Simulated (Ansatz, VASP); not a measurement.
# Mg2Sn3C: VASP beside Ansatz, part 2 of 2

Wanted: the spread between two codes on one cell, functional and k mesh. The cell is invented: As first built, before any earlier steps moved the atoms (in the runner's words): it takes the Mg5Ge structure with some of its atoms replaced by other elements, volume scaled by an estimate. It may not be a known or stable phase. The cell is taken from a series of VASP runs on this material, whose earlier steps may have relaxed, scaled or displaced it; both programs get it as it stands.

VASP 6.6.1 and Ansatz 0.2.0.

So far: Starting point; VASP: relaxation of cell and atoms, PBE.

### 3. Ansatz: relaxation of cell and atoms, PBE

Level of this step: Ansatz beside VASP: Kohn-Sham DFT, plane waves, PBE (Ansatz).

Ansatz runs on its default PAW (the set named soft_2) files.

The same cell, functional, mesh and smearing now go to Ansatz, which takes its cutoff from its data sets.

input.yaml reads:

```yaml
crystal:
  lattice:
    - [2.7286307028, 1.57537524, 5.1036167495]
    - [-2.7286307028, 1.57537524, 5.1036167495]
    - [0.0, -3.1507514644, 5.1036167467]
  atoms:
    - { symbol: Sn, position: [0.5, 0.1563111564, 0.8436888436] }
    - { symbol: Sn, position: [0.1563111564, 0.8436888436, 0.5] }
    - { symbol: Sn, position: [0.8436888436, 0.5, 0.1563111564] }
    - { symbol: Mg, position: [0.6661174648, 0.6661174648, 0.6661174648] }
    - { symbol: Mg, position: [0.3338825352, 0.3338825352, 0.3338825352] }
    - { symbol: C, position: [0.0, 0.0, 0.0] }
hamiltonian:
  xc: pbe
  pseudopotentials: { kind: paw }
kpoints:
  mp_grid: { grid: [5, 5, 5] }
scf:
  occupations: { method: fermi_dirac, width: 0.05 }
relax:
  f_tol: 0.01
  max_steps: 60
  cell: { stress_tol: 0.05 }
output:
  forces: true
  stress: true
```

Started as:

```sh
$ ansatz run input.yaml --threads 4 --pin off --max-ram 9216MiB --backend cpu --events-out ev --progress --plain --runs-dir out
```

Numbers of over 12 decimals in the logs are rounded to 6 here.

What it wrote:

```text
Warning: crystal.lattice misses the space group found at crystal.symmetry.tolerance 1.0e-5 in a digit that the deck types, which is why this is a warning: making the lattice exact moves one of its numbers by a whole unit of that number's last typed decimal, or more. The operation that it misses by the most changes a squared length by the fraction 1.58e-7. The run uses the lattice that is a stretch of the typed one, w [...]
Engine: ansatz 0.2.0, x86_64-unknown-linux-gnu
Pseudopotentials: kind: paw
Pseudopotential: Sn, paw, valence charge 14, recommended cutoff 420 eV (normal), Sn.paw.azcp
Pseudopotential: Mg, paw, valence charge 10, recommended cutoff 420 eV (normal), Mg.paw.azcp
Pseudopotential: C, paw, valence charge 4, recommended cutoff 420 eV (normal), C.paw.azcp
Functional definition: PBE
  parameter kappa = 0.804
  parameter beta = 0.066725
  exchange = pbe_x(kappa = kappa, mu = beta*pi^2/3)
  correlation = pbe_c(beta = beta)
Crystal: 6 atoms, lattice volume = 131.631 Å³
Basis set: ecut = 420 eV, 2543 PW (Γ), exchange–correlation on 90×90×90 points (8 copies of the dense FFT grid, shifted against one another)
Bands: 40, of which v1, the nominal top of the filled ones, is band 33 counted from 1 (32 counted from 0)
Symmetry: 6 space group operations
Space group: R32 (ITA 155), of the structure as read, at distance tolerance 5.1e-5 Å
k-points: 19 of 125 (time reversal used)
Non-local potential: Sn, projectors of the file, l = 0: 2, l = 1: 2, l = 2: 2, l = 3: 2
Non-local potential: Mg, projectors of the file, l = 0: 3, l = 1: 2, l = 2: 1
Non-local potential: C, projectors of the file, l = 0: 2, l = 1: 2, l = 2: 1
PAW form: soft (Blöchl's): semilocal exchange-correlation on the pseudo side does not see the compensation charge
PAW one-centre angular grid: Sn, 590 points (default); XC on 64 Gauss nodes
PAW one-centre angular grid: Mg, 110 points (default); XC on 64 Gauss nodes
PAW one-centre angular grid: C, 110 points (default); XC on 64 Gauss nodes
Initial density: superposition of atomic densities (neutral atoms: chi_scale 0, normalization atom), corrected by the library's trained network
Initial wavefunctions: pseudopotential atomic-orbital guess
Functional: x = pbe(κ = 0.804, μ = 0.219515), c = pbe(β = 0.066725)
SCF iter   1: F=—  HF=-22166.106914 eV  |F-HF|=—  |Δ(HF+E_count)|=         —  Δρ=1.95e-3  dr2=6.40e-3  ethr=1.77e-3  ⟨swp⟩=7.9  Hψ=3375  notcnv=0  defer=1
preconditioner: auto → Kerker (q_TF=auto, 2.432 Å⁻¹)  [metal: Δε(μ)=0.048 eV  Ē_g=16.843 eV  σ=0.050 eV  W_gap=0.22  n_scr=26 (ndim 8)  ℏωp=22.9 eV  f_vac=0.000  D(μ)=4.39/eV (n_scr^D=32)]
SCF iter   2: F=—  HF=-22166.106831 eV  |F-HF|=—  |Δ(HF+E_count)|=   8.27e-5  Δρ=1.17e-3  dr2=2.63e-3  ethr=9.70e-6  ⟨swp⟩=2.0  Hψ=1261  notcnv=0  defer=2
SCF iter   3: F=—  HF=-22166.106711 eV  |F-HF|=—  |Δ(HF+E_count)|=   1.20e-4  Δρ=1.77e-4  dr2=8.04e-5  ethr=3.98e-6  ⟨swp⟩=2.0  Hψ=886  notcnv=0  defer=2
SCF iter   4: F=—  HF=-22166.106738 eV  |F-HF|=—  |Δ(HF+E_count)|=   2.70e-5  Δρ=6.90e-5  dr2=8.62e-6  ethr=1.22e-7  ⟨swp⟩=2.6  Hψ=1225  notcnv=0  defer=2
SCF iter   5: F=—  HF=-22166.106736 eV  |F-HF|=—  |Δ(HF+E_count)|=   1.91e-6  Δρ=1.73e-5  dr2=7.16e-7  ethr=1.31e-8  ⟨swp⟩=2.0  Hψ=1227  notcnv=0  defer=2
SCF iter   6: F=-22166.106736 eV  HF=-22166.106736 eV  |F-HF|=1.41e-8  |Δ(HF+E_count)|=   1.31e-7  Δρ=5.72e-6  dr2=5.20e-8  ethr=1.52e-10  ⟨swp⟩=5.1  Hψ=2756  notcnv=0
SCF 1 converged in 6 iterations: F = -22166.106736 eV  dr2 = 5.20e-8
  greatest PAW one-centre occupation: 1.000 electrons in one spin orbital (limit 2), on the Mg atom at site 4 (counted from 0), in its partial waves of l = 0
relax step   1: F+E_penalty+E_count = -22166.10673581 eV  Δ(F+E_penalty+E_count) = +0.000e0 eV  max|allowed force component| = 1.269e-1 eV/Å  Δτ_max = 0.0000 Å  P = +0.163 GPa  Ω = 131.631 Å³  (6 SCF iters, dr2 threshold 1.00e-7 eV, accepted)
[... from here on, the SCF cycles and remarks between the steps are left out ...]
relax step   2: F+E_penalty+E_count = -22166.28755581 eV  Δ(F+E_penalty+E_count) = -1.808e-1 eV  max|allowed force component| = 1.704e-1 eV/Å  Δτ_max = 0.0250 Å  P = -0.377 GPa  Ω = 132.016 Å³  energy of the carried Pulay correction = -1.288e-4 eV  (6 SCF iters, dr2 threshold 6.00e-7 eV, accepted)
relax step   3: F+E_penalty+E_count = -22166.39020116 eV  Δ(F+E_penalty+E_count) = -1.026e-1 eV  max|allowed force component| = 3.471e-1 eV/Å  Δτ_max = 0.0560 Å  P = +0.870 GPa  Ω = 129.219 Å³  energy of the carried Pulay correction = +8.162e-4 eV  (6 SCF iters, dr2 threshold 6.00e-7 eV, accepted)
relax step   4: F+E_penalty+E_count = -22166.50485145 eV  Δ(F+E_penalty+E_count) = -1.147e-1 eV  max|allowed force component| = 1.838e-1 eV/Å  Δτ_max = 0.0878 Å  P = +0.985 GPa  Ω = 128.923 Å³  energy of the carried Pulay correction = +9.178e-4 eV  (6 SCF iters, dr2 threshold 6.00e-7 eV, accepted)
relax step   5: F+E_penalty+E_count = -22166.68056510 eV  Δ(F+E_penalty+E_count) = -1.757e-1 eV  max|allowed force component| = 2.543e-1 eV/Å  Δτ_max = 0.1826 Å  P = -0.114 GPa  Ω = 131.889 Å³  energy of the carried Pulay correction = -8.627e-5 eV  (6 SCF iters, dr2 threshold 6.00e-7 eV, accepted)
relax step   6: F+E_penalty+E_count = -22166.98109685 eV  Δ(F+E_penalty+E_count) = -3.005e-1 eV  max|allowed force component| = 3.825e-1 eV/Å  Δτ_max = 0.1987 Å  P = +0.358 GPa  Ω = 130.547 Å³  energy of the carried Pulay correction = +3.651e-4 eV  (6 SCF iters, dr2 threshold 6.00e-7 eV, accepted)
relax step   7: F+E_penalty+E_count = -22167.16163149 eV  Δ(F+E_penalty+E_count) = -1.805e-1 eV  max|allowed force component| = 1.063e-1 eV/Å  Δτ_max = 0.1689 Å  P = +0.940 GPa  Ω = 128.409 Å³  energy of the carried Pulay correction = +1.094e-3 eV  (6 SCF iters, dr2 threshold 6.00e-7 eV, accepted)
relax step   8: F+E_penalty+E_count = -22167.16695377 eV  Δ(F+E_penalty+E_count) = -5.322e-3 eV  max|allowed force component| = 2.784e-2 eV/Å  Δτ_max = 0.0229 Å  P = -0.372 GPa  Ω = 131.283 Å³  energy of the carried Pulay correction = +1.168e-4 eV  (6 SCF iters, dr2 threshold 6.00e-7 eV, accepted)
relax step   9: F+E_penalty+E_count = -22167.16700531 eV  Δ(F+E_penalty+E_count) = -5.154e-5 eV  max|allowed force component| = 5.038e-2 eV/Å  Δτ_max = 0.0330 Å  P = -0.766 GPa  Ω = 132.091 Å³  energy of the carried Pulay correction = -1.542e-4 eV  (6 SCF iters, dr2 threshold 6.00e-7 eV, accepted)
relax step  10: F+E_penalty+E_count = -22167.17482712 eV  Δ(F+E_penalty+E_count) = -7.822e-3 eV  max|allowed force component| = 1.012e-2 eV/Å  Δτ_max = 0.0151 Å  P = -0.026 GPa  Ω = 130.432 Å³  energy of the carried Pulay correction = +4.039e-4 eV  (6 SCF iters, dr2 threshold 6.00e-7 eV, accepted)
relax step  11: F+E_penalty+E_count = -22167.17491825 eV  Δ(F+E_penalty+E_count) = -9.113e-5 eV  max|allowed force component| = 5.812e-3 eV/Å  Δτ_max = 0.0034 Å  P = +0.003 GPa  Ω = 130.363 Å³  energy of the carried Pulay correction = +4.274e-4 eV  (6 SCF iters, dr2 threshold 6.40e-9 eV, accepted)
relax step  12: F+E_penalty+E_count = -22167.22916717 eV  Δ(F+E_penalty+E_count) = -5.425e-2 eV  max|allowed force component| = 5.604e-3 eV/Å  Δτ_max = 0.0000 Å  P = +0.530 GPa  Ω = 130.363 Å³  stress off target by 8.10e-1 GPa  SCF on the basis re-selected at this cell (its energy is not comparable with the rows above)  (8 SCF iters)
relax step  13: F+E_penalty+E_count = -22167.23429131 eV  Δ(F+E_penalty+E_count) = -5.124e-3 eV  max|allowed force component| = 1.658e-3 eV/Å  Δτ_max = 0.0063 Å  P = +0.125 GPa  Ω = 131.461 Å³  energy of the carried Pulay correction = -4.020e-4 eV  (6 SCF iters, dr2 threshold 6.00e-7 eV, accepted)
relax step  14: F+E_penalty+E_count = -22167.23440655 eV  Δ(F+E_penalty+E_count) = -1.152e-4 eV  max|allowed force component| = 6.107e-3 eV/Å  Δτ_max = 0.0007 Å  P = -0.013 GPa  Ω = 131.833 Å³  energy of the carried Pulay correction = -5.378e-4 eV  (6 SCF iters, dr2 threshold 8.21e-8 eV, accepted)
relax step  15: F+E_penalty+E_count = -22167.23500966 eV  Δ(F+E_penalty+E_count) = -6.031e-4 eV  max|allowed force component| = 6.124e-3 eV/Å  Δτ_max = 0.0000 Å  P = -0.009 GPa  Ω = 131.833 Å³  stress off target by 1.53e-2 GPa  SCF on the basis re-selected at this cell (its energy is not comparable with the rows above)  (8 SCF iters)
basis re-selected at this cell: Δ(F+E_penalty+E_count) = -6.031e-4 eV, ΔP = +0.003 GPa vs the last step (what re-selecting the basis moved, of the pressure what is left beyond the Pulay correction that the steps carried, after the strain that the cell walked since its last selection, with what the two solves' SCF thresholds leave and, on support functions, any second-order correction that the steps lacked; it is no m [...]
SCF converged after 8 iterations
Free energy (F): -22167.235010 eV
Harris-Foulkes:  -22167.235010 eV  (|F-HF|=3.64e-12)
Internal energy: -22167.209944 eV  (E = F + TS)
E sigma→0 (E₀):  -22167.222477 eV
Entropy (-TS):   -0.025065 eV (-4.178 meV/atom)
Fermi energy:    9.151277 eV
--- Per-component energies (eV) ---
  E_band       = -947.251049
  E_kinetic    = 788.438588
  E_local      = -5832.376534  (includes V_loc(G=0)·N_el)
  E_nonlocal   = 122.267739
  E_hartree    = 2759.803509
  E_xc         = -1250.872510
  E_vxc        = -418.729285  (∫ρ·V_xc dr)
  E_paw        = -13091.325038  (= ΣΔE_a)
  E_vpaw       = -1126.458577  (= ΣTr[D̂ρ^β])
  E_aug_tail   = 0.000000  (compensation charges beyond the density's cutoff)
  E_ewald      = -5663.145699
  E_smearing   = -0.025065  (= −TS)
  E_closure    = -0.000000  (closes the sum)
  Σ components = -22167.235010   (vs F -22167.235010, Δ=0.00e0)
--- Forces (eV/Å), atoms counted from 1 ---
  atom   1  Sn    -0.00191975     0.00332510     0.00000000
  atom   2  Sn     0.00383950    -0.00000000     0.00000000
  atom   3  Sn    -0.00191975    -0.00332510    -0.00000000
  atom   4  Mg    -0.00000000    -0.00000000     0.00612351
  atom   5  Mg     0.00000000     0.00000000    -0.00612351
  atom   6  C     -0.00000000     0.00000000     0.00000000
  max |Σ_I F_I| component: 9.47e-17 eV/Å
--- Stress (GPa, compression-positive) ---
       -0.015325       0.000000      -0.000000
        0.000000      -0.015325      -0.000000
       -0.000000      -0.000000       0.002519
  P = ⅓ Tr σ = -0.0094 GPa (-0.094 kbar)
--- Relaxed structure (13 steps of the walk, 13 accepted, 2 SCFs on fresh bases) ---
  F+E_penalty+E_count = -22167.23500966 eV   max|allowed force component| = 6.124e-3 eV/Å   (the final SCF, on the basis selected at the relaxed cell)
  cell:  # Å, volume = 131.8331 Å³
    - [3.219279, 1.858652, 3.672117]
    - [-3.219279, 1.858652, 3.672117]
    - [0, -3.717304, 3.672117]
  atoms:
    - { symbol: Sn, position: [0.5, 0.074591, 0.925409] }
    - { symbol: Sn, position: [0.074591, 0.925409, 0.5] }
    - { symbol: Sn, position: [0.925409, 0.5, 0.074591] }
    - { symbol: Mg, position: [0.627299, 0.627299, 0.627299] }
    - { symbol: Mg, position: [0.372701, 0.372701, 0.372701] }
    - { symbol: C, position: [-1.948997995592643e-18, 1.4367495672768498e-19, -1.820285638762147e-18] }
```

It took 16 s on 4 threads of Intel Xeon 6975P-C (Granite Rapids), shared host; peak memory 0.55 GiB; 60 s of CPU time.

### 4. Differences

Known differences besides the potentials themselves: both relaxations stop at a tolerance, which leaves soft axes loose, and VASP keeps its plane-wave basis; the data sets hold 66 valence electrons in Ansatz (default PAW (the set named soft_2) files) and 50 in VASP; the cutoff is 420 eV in Ansatz and 560 eV in VASP; VASP leaves aspherical gradient terms in its spheres out (LASPH is not set), Ansatz keeps them; Ansatz adds a Pulay correction to the stress that steers its cell, VASP none. Total energies have different zeros and are not compared.

The two programs side by side:

```tsv
quantity	Ansatz	VASP	difference
volume (Å³)	131.83	131.55	+0.21 %
edge a after relaxation, in the typed setting (Å)	5.225	5.222	+0.06 %
```

The walks stopped with -0.01 GPa left in Ansatz and -0.04 GPa in VASP; each walk ends within a tolerance, so the volume difference is uncertain by about these residues over the bulk modulus, most in soft cells.

### 5. Summary of results

```
difference in volume (relaxation of cell and atoms, PBE) : 0.21 %
```

**Reading.** The difference in volume is 0.21 % (relaxation of cell and atoms, PBE), within the 1.2 % picked in this series as the mark of a large difference, as far as the stopping tolerances let one tell. How closely two codes agree says nothing of how well the functional describes the real material.

[Lines on the potential files, build, host, timing and source positions are cut from VASP's logs without a mark.]

[Logs are printed without paths, hosts, clocks, repeated set-up lines and the standing remarks that a program may print on its own settings, such as how far it seeks lower states.]

[Hosts, paths, dates, database ids (printed as entryN), source tags and the programs' standing remarks are cut or masked in the printed files.]
